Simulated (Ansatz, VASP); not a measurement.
# Zr2MoCSeS2O (Zr2COS MXene under 2H-MoSSe, AB) in two plane-wave programs, part 2 of 2

Wanted: the spread between two codes on one cell, functional and k mesh. Of the first pair: The structure shown is the start of the Ansatz relaxation below; VASP solves that cell, so the two are compared at the walk's first step.

VASP 6.6.1 and Ansatz 0.2.0.

So far: The structure; Ansatz: relaxation, PBE with D3(BJ).

**3. VASP: single point, PBE with D3(BJ), start cell, pair 1**

Level of this step: PBE with D3(BJ), no spin polarisation; plane waves and PAW (S, Zr_sv, C, O, Se, Mo_sv) (VASP).

The same cell, functional, mesh and smearing now go to VASP, with its own data sets.

Lines of VASP's logs that name or quote its potential files are left out, and so is its time.

Input file INCAR:

```
SYSTEM = Zr2MoCSeS2O
PREC = Accurate
ENCUT = 520
EDIFF = 1E-06
NELM = 120
ISMEAR = -1
SIGMA = 0.05
LREAL = .FALSE.
ALGO = Normal
GGA = PE
IVDW = 12
NBANDS = 41
LASPH = .TRUE.
LORBIT = 11
LWAVE = .FALSE.
LCHARG = .FALSE.
ISIF = 2
LDIPOL = .TRUE.
IDIPOL = 3
DIPOL = 0.5 0.5 0.495
LVHAR = .TRUE.
GGA_COMPAT = .FALSE.
NELMDL = -8
KPAR = 2
```

Input file POSCAR:

```
Zr2MoCSeS2O
1.0
    3.2695000000      0.0000000000      0.0000000000
   -1.6347500000      2.8314700000      0.0000000000
    0.0000000000      0.0000000000     54.9796940000
S Zr C O Se Mo
2 2 1 1 1 1
Direct
    0.3333333333      0.6666666667      0.3910534678
    0.6666666667      0.3333333333      0.6089465322
    0.6666666667      0.3333333333      0.4240183112
    0.3333333333      0.6666666667      0.4712267224
    0.0000000000      0.0000000000      0.4476225168
    0.6666666667      0.3333333333      0.4926659468
    0.6666666667      0.3333333333      0.5472315470
    0.3333333333      0.6666666667      0.5801241455
```

Input file KPOINTS:

```
Automatic mesh
0
Gamma
12 12 1
0 0 0
```

PAW data sets: S, Zr_sv, C, O, Se and Mo_sv (PBE family, release 64).

On the command line:

```
$ mpirun -np 2 vasp_std
```

Numbers of over 12 decimals in the logs are rounded to 6 here.

What it wrote:

```text
[banner, memory and clock lines left out]
running    2 mpi-ranks, on    1 nodes
 distrk:  each k-point on    1 cores,    2 groups
 distr:  one band on    1 cores,    1 groups

 POSCAR found type information on POSCAR S ZrC O SeMo
 POSCAR found :  6 types and       8 ions
 LDA part: xc-table for (Slater+PW92), standard interpolation
|                                                                             |
|           W    W    AA    RRRRR   N    N  II  N    N   GGGG   !!!           |
|           W    W   A  A   R    R  NN   N  II  NN   N  G    G  !!!           |
|           W    W  A    A  R    R  N N  N  II  N N  N  G       !!!           |
|           W WW W  AAAAAA  RRRRR   N  N N  II  N  N N  G  GGG   !            |
|           WW  WW  A    A  R   R   N   NN  II  N   NN  G    G                |
|           W    W  A    A  R    R  N    N  II  N    N   GGGG   !!!           |
|                                                                             |
|     One of the lattice vectors is very long (>50 A), but AMIN is rather     |
|     large. This can spoil convergence since charge sloshing might occur     |
|     along the long lattice vector. If problems with convergence are         |
|     observed, try to decrease AMIN to a smaller value (e.g. 0.01).          |
|     Note: This warning only applies if the self-consistency cycle is        |
|     used.                                                                   |
|                                                                             |

 POSCAR, INCAR and KPOINTS ok, starting setup
 FFT: planning ... GRIDC
 FFT: planning ... GRID_SOFT
 FFT: planning ... GRID
 WAVECAR not read
 entering main loop
       N       E                     dE             d eps       ncg     rms          rms(c)
DAV:   1     0.616298330590E+03    0.61630E+03   -0.31183E+04  1974   0.128E+03
DAV:   2    -0.648641311161E+00   -0.61695E+03   -0.60503E+03  2089   0.328E+02
DAV:   3    -0.698447673028E+02   -0.69196E+02   -0.68173E+02  2152   0.101E+02
DAV:   4    -0.740286832854E+02   -0.41839E+01   -0.41693E+01  2554   0.234E+01
DAV:   5    -0.741483191374E+02   -0.11964E+00   -0.11955E+00  2268   0.308E+00
DAV:   6    -0.741509412501E+02   -0.26221E-02   -0.26215E-02  2292   0.540E-01
DAV:   7    -0.741510550435E+02   -0.11379E-03   -0.11378E-03  2404   0.948E-02
DAV:   8    -0.741510598768E+02   -0.48333E-05   -0.48330E-05  2236   0.192E-02    0.371E+01
DAV:   9    -0.202810836262E+03   -0.12866E+03   -0.89415E+02  2330   0.540E+01    0.108E+02
DAV:  10    -0.115277561055E+03    0.87533E+02   -0.84282E+01  1964   0.297E+01    0.609E+01
DAV:  11    -0.138300021968E+03   -0.23022E+02   -0.18971E+03  2686   0.550E+01    0.917E+01
DAV:  12    -0.683859185617E+02    0.69914E+02   -0.45079E+02  2160   0.579E+01    0.212E+01
DAV:  13    -0.964303885091E+02   -0.28044E+02   -0.51913E+02  2258   0.468E+01    0.343E+01
DAV:  14    -0.699421984015E+02    0.26488E+02   -0.35929E+02  2166   0.446E+01    0.170E+01
[...]
DAV:  93    -0.637761270032E+02   -0.16296E-05   -0.48892E-06  1644   0.791E-03    0.876E-03
DAV:  94    -0.637761405786E+02   -0.13575E-04   -0.21150E-06  1422   0.527E-03    0.503E-03
DAV:  95    -0.637761562386E+02   -0.15660E-04   -0.99995E-07  1222   0.385E-03    0.447E-03
DAV:  96    -0.637761658163E+02   -0.95777E-05   -0.40226E-07  1030   0.243E-03    0.171E-03
DAV:  97    -0.637761699685E+02   -0.41522E-05   -0.20299E-07  1010   0.164E-03    0.131E-03
DAV:  98    -0.637761731883E+02   -0.32198E-05   -0.12773E-07   991   0.110E-03    0.133E-03
DAV:  99    -0.637761754072E+02   -0.22189E-05   -0.20037E-07  1019   0.169E-03    0.597E-04
DAV: 100    -0.637761755815E+02   -0.17432E-06   -0.44147E-08   807   0.844E-04
   1 F= -.66361352E+02 E0= -.66352772E+02  d E =-.171594E-01
```

From OUTCAR (step 3):

```text
ion  position               nearest neighbor table
   1  0.333  0.667  0.391-   3 2.62   3 2.62   3 2.62
   2  0.667  0.333  0.609-   8 2.46   8 2.46   8 2.46
   3  0.667  0.333  0.424-   5 2.29   5 2.29   5 2.29   1 2.62   1 2.62   1 2.62   4 3.21   4 3.21
                             4 3.21
   4  0.333  0.667  0.471-   6 2.23   6 2.23   6 2.23   5 2.29   5 2.29   5 2.29   3 3.21   3 3.21
                             3 3.21
   5  0.000  0.000  0.448-   4 2.29   3 2.29   4 2.29   3 2.29   4 2.29   3 2.29
   6  0.667  0.333  0.493-   4 2.23   4 2.23   4 2.23
   7  0.667  0.333  0.547-   8 2.61   8 2.61   8 2.61
   8  0.333  0.667  0.580-   2 2.46   2 2.46   2 2.46   7 2.61   7 2.61   7 2.61

  LATTYP: Found a hexagonal cell.
 ALAT       =     3.2695000000
 C/A-ratio  =    16.8159333231

 Subroutine GETGRP returns: Found  6 space group operations
 (whereof  6 operations were pure point group operations)

The static configuration has the point symmetry C_3v.

 Found     19 irreducible k-points:

   k-points           NKPTS =     19   k-points in BZ     NKDIM =     19   number of bands    NBANDS=     41

   dimension x,y,z NGX =    24 NGY =   24 NGZ =  420
   dimension x,y,z NGXF=    48 NGYF=   48 NGZF=  840

   ENCUT  =  520.0 eV  38.22 Ry    6.18 a.u.   6.08  6.08102.23*2*pi/ulx,y,z

   NELECT =      66.0000    total number of electrons

 k-points in reciprocal lattice and weights: Automatic mesh
   0.00000000  0.00000000  0.00000000       0.007
   0.08333333 -0.00000000  0.00000000       0.042
   0.16666667 -0.00000000  0.00000000       0.042
   0.25000000  0.00000000  0.00000000       0.042
   0.33333333  0.00000000  0.00000000       0.042
   0.41666667 -0.00000000  0.00000000       0.042
   0.50000000  0.00000000  0.00000000       0.021
   0.08333333  0.08333333  0.00000000       0.042
   0.16666667  0.08333333  0.00000000       0.083
[...]
0.33333333  0.25000000  0.00000000       0.083
   0.33333333  0.33333333  0.00000000       0.014

 dipolmoment           0.000000      0.000000     -0.013693 electrons x Angstroem

 average (electrostatic) potential at core
       1 -93.3926       2 -93.9531       3 -85.7572       4 -86.2724       5 -56.4354
       6 -77.6075       7 -60.7622       8 -84.4095

 E-fermi :  -2.7273

 k-point     1 :       0.0000    0.0000    0.0000
  band No.  band energies     occupation
    ...
     27      -4.5501      2.00000
     28      -3.9107      2.00000
     29      -3.5895      2.00000
     30      -3.5895      2.00000
     31      -2.8213      1.73524
     32      -2.1743      0.00003
     33      -2.1743      0.00003
     34      -1.3454      0.00000
     35      -1.2984      0.00000
     36      -1.2984      0.00000
    ...

 k-point     2 :       0.0833   -0.0000    0.0000
  band No.  band energies     occupation
    ...
     28      -3.9832      2.00000
     29      -3.7055      2.00000
     30      -3.5154      2.00000
     31      -2.8589      1.86586
     32      -2.7966      1.59995
     33      -2.4350      0.00577
     34      -1.5405      0.00000
     35      -1.0156      0.00000
     36      -0.9617      0.00000
     37      -0.2201      0.00000
    ...

 k-point     3 :       0.1667   -0.0000    0.0000
  band No.  band energies     occupation
    ...
     29      -3.8845      2.00000
     30      -3.7546      2.00000
     31      -3.4883      2.00000
     32      -3.0298      1.99529
     33      -2.7781      1.46881
     34      -2.0500      0.00000
     35      -0.8032      0.00000
     36      -0.5534      0.00000
     37      -0.5334      0.00000
     38      -0.2642      0.00000
    ...

 Edisp (eV)   -2.58518

  Total      -1.02243    -1.02243    -6.19661    -0.00000    -0.00000     0.00000
  in kB      -3.21846    -3.21846   -19.50604    -0.00000    -0.00000     0.00000
  external pressure =       -8.65 kB  Pullay stress =        0.00 kB

  energy-cutoff  :      520.00
  volume of cell :      508.97
      direct lattice vectors                 reciprocal lattice vectors
     3.269500000  0.000000000  0.000000000     0.305857165  0.176586720  0.000000000
    -1.634750000  2.831470000  0.000000000     0.000000000  0.353173440  0.000000000
     0.000000000  0.000000000 54.979694000     0.000000000  0.000000000  0.018188533

 POSITION                                       TOTAL-FORCE (eV/Angst)
 -----------------------------------------------------------------------------------
     -0.00000      1.88765     21.50000        -0.000000      0.000000      1.250479
      1.63475      0.94382     33.47969         0.000000     -0.000000     -1.172889
      1.63475      0.94382     23.31240         0.000000     -0.000000     -2.204707
     -0.00000      1.88765     25.90790         0.000000     -0.000000      3.987251
      0.00000      0.00000     24.61015        -0.000000     -0.000000     -0.695008
      1.63475      0.94382     27.08662        -0.000000      0.000000     -2.391251
      1.63475      0.94382     30.08662         0.000000     -0.000000      1.592679
     -0.00000      1.88765     31.89505        -0.000000     -0.000000     -0.366554
 -----------------------------------------------------------------------------------
    total drift:                                0.000000      0.000001      0.000428

  FREE ENERGIE OF THE ION-ELECTRON SYSTEM (eV)
  ---------------------------------------------------
  free  energy   TOTEN  =       -66.3613519563 eV

  energy  without entropy=      -66.3441925539  energy(sigma->0) =      -66.35277226

 vacuum level on the upper side and lower side of the slab         3.242         3.510

 total charge
# of ion       s       p       d       tot
------------------------------------------
    1        1.368   2.313   0.000   3.681
    2        1.362   2.304   0.000   3.666
    3        2.185   6.045   1.648   9.877
    4        2.179   6.053   1.524   9.756
    5        0.890   1.543   0.000   2.433
    6        1.574   3.382   0.000   4.956
    7        1.492   2.258   0.053   3.802
    8        2.263   6.172   3.826  12.261
--------------------------------------------------
tot         13.311  30.070   7.051  50.433

[... 3 further parts left out ...]
```

This run has no spin polarisation, so a moment on Mo, if there is one, isn't seen.

**4. Side by side**

Known differences besides the potentials themselves: Ansatz cuts the interaction across the vacuum, VASP repeats the sheet with a dipole correction; the data sets hold 76 valence electrons in Ansatz (on its default PAW (the set named soft_2) files) and 66 in VASP; the cutoff is 420 eV in Ansatz and 520 eV in VASP. Total energies have different zeros and are not compared.

Forces (eV/Å; atoms numbered as in POSCAR):

| atom | Ansatz x, y, z | VASP x, y, z |
| --- | --- | --- |
| S1 | 0.000, 0.000, 1.251 | 0.000, 0.000, 1.250 |
| S2 | 0.000, 0.000, -1.169 | 0.000, 0.000, -1.173 |
| Zr3 | 0.000, 0.000, -2.184 | 0.000, 0.000, -2.205 |
| Zr4 | 0.000, 0.000, 3.993 | 0.000, 0.000, 3.987 |
| C5 | 0.000, 0.000, -0.695 | 0.000, 0.000, -0.695 |
| O6 | 0.000, 0.000, -2.419 | 0.000, 0.000, -2.391 |
| Se7 | 0.000, 0.000, 1.619 | 0.000, 0.000, 1.593 |
| Mo8 | 0.000, 0.000, -0.396 | 0.000, 0.000, -0.367 |

The forces differ by 11 meV/Å r.m.s., which is 0.9 % of the r.m.s. force of 1.165 eV/Å (both taken over all components). With vacuum in the cell, a pressure given here is an average over mostly empty space and none of the material.

**5. Ansatz: relaxation, PBE with D3(BJ)**

This run makes the geometry at which the two programs are then compared.

The structure compared here is the end of the Ansatz relaxation.

Input file input.yaml:

```yaml
crystal:
  lattice:
    - [3.2695, 0.0, 0.0]
    - [-1.63475, 2.8314700577, 0.0]
    - [0.0, 0.0, 54.9796940427]
  atoms:
    - { symbol: S, position: [0.3333333333, 0.6666666667, 0.3910534675] }
    - { symbol: Zr, position: [0.6666666667, 0.3333333333, 0.4240183198] }
    - { symbol: C, position: [0.0, 0.0, 0.4476225213] }
    - { symbol: Zr, position: [0.3333333333, 0.6666666667, 0.4712267227] }
    - { symbol: O, position: [0.6666666667, 0.3333333333, 0.4926659403] }
    - { symbol: Se, position: [0.6666666667, 0.3333333333, 0.5472315405] }
    - { symbol: Mo, position: [0.3333333333, 0.6666666667, 0.5801241474] }
    - { symbol: S, position: [0.6666666667, 0.3333333333, 0.6089465325] }
  periodic: [true, true, false]
kpoints:
  mp_grid: { grid: [12, 12, 1] }
hamiltonian:
  xc: pbe
  dispersion: d3bj
scf:
  occupations: { method: fermi_dirac, width: 0.05 }
  convergence: { dr2_threshold: 1.0e-09 }
relax:
  f_tol: 0.004
  max_steps: 90
  cell: {}
output:
  write_potential: true
  write_density: true
  volumetric_format: npy
```

On the command line:

```
$ ansatz run input.yaml --threads 4 --pin off --max-ram 6144MiB --backend cpu --events-out ev --progress --plain --runs-dir out
```

What it wrote:

```text
[...]
Crystal: 8 atoms, lattice volume = 508.974 Å³
Basis set: ecut = 420 eV, 10143 PW (Γ), exchange–correlation on 48×48×750 points (8 copies of the dense FFT grid, shifted against one another)
Bands: 46, of which v1, the nominal top of the filled ones, is band 38 counted from 1 (37 counted from 0)
Symmetry: 6 space group operations
[...]
- [0, 0, 54.9796940427]
  atoms:
    - { symbol: S, position: [0.333333, 0.666667, 0.393180] }
    - { symbol: Zr, position: [0.666667, 0.333333, 0.422969] }
[...]
- { symbol: Zr, position: [0.333333, 0.666667, 0.472828] }
    - { symbol: O, position: [0.666667, 0.333333, 0.489483] }
    - { symbol: Se, position: [0.666667, 0.333333, 0.549618] }
    - { symbol: Mo, position: [0.333333, 0.666667, 0.580106] }
    - { symbol: S, position: [0.666667, 0.333333, 0.607452] }
[key lines of the parts left out:]
SCF converged after 6 iterations
Free energy (F): -21425.908460 eV
Fermi energy:    -5.935082 eV
P = ½ c Tr σ = -0.0033 N/m
```

**6. VASP: single point, PBE with D3(BJ), relaxed cell, pair 2**

The same cell, functional, mesh and smearing now go to VASP, with its own data sets.

INCAR is that of step 3.

Input file POSCAR:

```
Zr2MoCSeS2O
1.0
    3.3095060103      0.0000000000      0.0000000000
   -1.6547530052      2.8661162789      0.0000000000
    0.0000000000      0.0000000000     54.9796940427
S Zr C O Se Mo
2 2 1 1 1 1
Direct
    0.3333333333      0.6666666667      0.3931799262
    0.6666666667      0.3333333333      0.6074517426
    0.6666666667      0.3333333333      0.4229694108
    0.3333333333      0.6666666667      0.4728280960
    0.0000000000      0.0000000000      0.4472523272
    0.6666666667      0.3333333333      0.4894831884
    0.6666666667      0.3333333333      0.5496180990
    0.3333333333      0.6666666667      0.5801064017
```

KPOINTS is that of step 3.

On the command line:

```
$ mpirun -np 2 vasp_std
```

What it wrote:

```text
[banner, memory and clock lines left out]
running    2 mpi-ranks, on    1 nodes
[...]
LDA part: xc-table for (Slater+PW92), standard interpolation
 [... a notice as in an earlier step ...]

 POSCAR, INCAR and KPOINTS ok, starting setup
[...]
entering main loop
       N       E                     dE             d eps       ncg     rms          rms(c)
DAV:   1     0.633619516822E+03    0.63362E+03   -0.31048E+04  1998   0.128E+03
DAV:   2     0.186453160628E+01   -0.63175E+03   -0.61869E+03  2104   0.330E+02
DAV:   3    -0.700852402149E+02   -0.71950E+02   -0.70981E+02  2152   0.103E+02
DAV:   4    -0.742991345907E+02   -0.42139E+01   -0.42002E+01  2451   0.236E+01
[...]
DAV:  47    -0.645024496976E+02    0.22861E-04   -0.18797E-05  1802   0.349E-02    0.813E-03
DAV:  48    -0.645024449776E+02    0.47200E-05   -0.96223E-06  1634   0.150E-02    0.669E-03
DAV:  49    -0.645024444306E+02    0.54697E-06   -0.21967E-06  1454   0.472E-03
   1 F= -.67043902E+02 E0= -.67039905E+02  d E =-.799324E-02
```

From OUTCAR (step 6):

```text
 Edisp (eV)   -2.54146

  Total       0.10096     0.10096     0.06015    -0.00000    -0.00000     0.00000
  in kB       0.31016     0.31016     0.18479    -0.00000    -0.00000     0.00000
  external pressure =        0.27 kB  Pullay stress =        0.00 kB

 POSITION                                       TOTAL-FORCE (eV/Angst)
 -----------------------------------------------------------------------------------
     -0.00000      1.91074     21.61691        -0.000000      0.000000     -0.006331
      1.65475      0.95537     33.39751        -0.000000      0.000000     -0.008707
      1.65475      0.95537     23.25473        -0.000000      0.000000     -0.012103
     -0.00000      1.91074     25.99594         0.000000     -0.000000     -0.008960
      0.00000      0.00000     24.58980        -0.000000      0.000000      0.000815
      1.65475      0.95537     26.91164         0.000000      0.000000      0.026331
      1.65475      0.95537     30.21783        -0.000000      0.000000     -0.033484
     -0.00000      1.91074     31.89407         0.000000     -0.000000      0.042438
 -----------------------------------------------------------------------------------
    total drift:                                0.000000     -0.000000     -0.000579

  FREE ENERGIE OF THE ION-ELECTRON SYSTEM (eV)
  ---------------------------------------------------
  free  energy   TOTEN  =       -67.0439020844 eV

  energy  without entropy=      -67.0359088446  energy(sigma->0) =      -67.03990546

[... 1 part as in an earlier step ...]

[... 2 further parts left out ...]
[key lines of the parts left out:]
E-fermi :  -2.5641
```

**7. Side by side**

What differs besides the data sets and the points named for the pairs above, as far as they apply: the data sets hold 76 valence electrons in Ansatz (on its default PAW (the set named soft_2) files) and 66 in VASP. Total energies have different zeros and are not compared.

At this near-relaxed geometry the largest component of a force difference is 40 meV/Å. With vacuum in the cell, a pressure given here is an average over mostly empty space and none of the material.

**8. Results**

* r.m.s. force difference (single point, PBE with D3(BJ), start cell, pair 1): 0.92 % of the r.m.s. force
* r.m.s. force difference (single point, PBE with D3(BJ), relaxed cell, pair 2): 12 meV/Å

The r.m.s. force difference is 12 meV/Å (single point, PBE with D3(BJ), relaxed cell, pair 2), at about the 12 meV/Å picked in this series as the mark of a large difference. The data sets hold unlike numbers of valence electrons (76 in Ansatz and 66 in VASP), so part of the differences comes from the potentials. What causes the difference of the single point, PBE with D3(BJ), relaxed cell, pair 2 pair stays open here. Such differences can come from data sets, numerical settings and the points named under the comparisons, not from the functional's error against experiment.

[Lines on the potential files, build, host, timing and source positions are cut from VASP's logs without a mark.]

[Logs are printed without paths, hosts, clocks, repeated set-up lines and the standing remarks that a program may print on its own settings, such as how far it seeks lower states.]

[Hosts, paths, dates, database ids (printed as entryN), source tags and the programs' standing remarks are cut or masked in the printed files.]
